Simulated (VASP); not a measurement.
A periodic (001) film of ZnS (zinc blende) under biaxial in-plane strain, normal axis and ions relaxed with LDA. Gaps from mBJ in VASP (PAW), over mesh and path in the film cell's folded zone.

```json
[
 {"strain (%)": "-1", "gap (eV)": "3.914"},
 {"strain (%)": "+0", "gap (eV)": "3.910"},
 {"strain (%)": "+1", "gap (eV)": "3.829"}
]
```

Q: Take the slope on the side of tension and predict the gap at +3 %.

A: The slope is -0.081 eV per cent, which gives 3.910 + (-0.081)(+3) = 3.67 eV. The run gave 3.68 eV, +0.01 eV from the line.

The compound is ZnS in the zinc blende structure.
